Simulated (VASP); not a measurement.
A convergence study with VASP on Nb (space group Im-3m): a few settings are varied, all else stays as given below, so the limit is that of these other settings.

```xyz
1
Lattice="-1.6583 1.6583 1.6583 1.6583 -1.6583 1.6583 1.6583 1.6583 -1.6583" Properties=species:S:1:pos:R:3 pbc="T T T"
Nb     0.0000     0.0000     0.0000
```

Method: PBE GGA, VASP's PBE PAW potentials (set 64) (plane waves; VASP). The last row used: 300 eV cut-off, 14×14×14 Γ-centred mesh, Fermi-Dirac smearing of 0.10 eV, potentials Nb_sv.

```csv
setting,E (eV/atom),pressure (GPa),irreducible k-points
EDIFF = 1E-01,-10.1917,-7.84,104
EDIFF = 1E-02,-10.1985,___,104
EDIFF = 1E-03,-10.1985,___,104
EDIFF = 1E-04,-10.1986,-2.23,104
EDIFF = 1E-05,-10.1985,-1.89,104
EDIFF = 1E-06,-10.1985,-1.91,104
EDIFF = 1E-07,-10.1985,-1.91,104
EDIFF = 1E-08,-10.1985,-1.91,104
EDIFF = 1E-10,-10.1985,-1.91,104
```

Fill in the missing entries.

- EDIFF = 1E-02, pressure (GPa): -4.04
- EDIFF = 1E-03, pressure (GPa): -2.29

Left out are rungs that failed or repeat a setting and relaxations that didn't move; long series are thinned to 24 rows.

The structure is a typed Nb crystal (space group no. 229). The cell was not relaxed at this level.
